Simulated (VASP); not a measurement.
Input:

```xyz
6
Lattice="4.3280 0.0000 0.0000 0.0000 4.3280 0.0000 0.0000 0.0000 2.8882" Properties=species:S:1:pos:R:3 pbc="T T T"
Mg     0.0000     0.0000     0.0000
Mg     2.1640     2.1640     1.4441
F      1.3040     1.3040     0.0000
F      3.4680     0.8600     1.4441
F      0.8600     3.4680     1.4441
F      3.0239     3.0239     0.0000
```

All values below come from LDA (Ceperley-Alder, Perdew-Zunger), VASP's LDA PAW potentials (set 64) (plane waves; VASP). Run with 620 eV cut-off, 5×5×8 Γ-centred mesh, Gaussian smearing of 0.050 eV, potentials Mg F.

Energy and stress use the plane-wave basis of the starting cell.

Question: The ions, cell shape and volume at an external pressure of 30.0 GPa are relaxed. Give the cell that the relaxation ends in.

Answer: 
```xyz
6
Lattice="4.2630 0.0000 0.0000 0.0000 4.2630 0.0000 0.0000 0.0000 2.8484" Properties=species:S:1:pos:R:3 pbc="T T T"
Mg     0.0000     0.0000     0.0000
Mg     2.1315     2.1315     1.4242
F      1.2838     1.2838     0.0000
F      3.4153     0.8478     1.4242
F      0.8478     3.4153     1.4242
F      2.9793     2.9793     0.0000
```
Space group P4_2/mnm (136), at a tolerance of 0.03 Å.

Question: How do energy and volume change from the first to the last step?

Answer: The energy (σ→0) changes by +60.8 meV/atom and the volume by -4.3 %, in 6 ionic steps.

The compound is MgF2 in the rutile structure. This run relaxes it under an external pressure of 30 GPa. Symmetry was kept, so distortions that lower it aren't found.
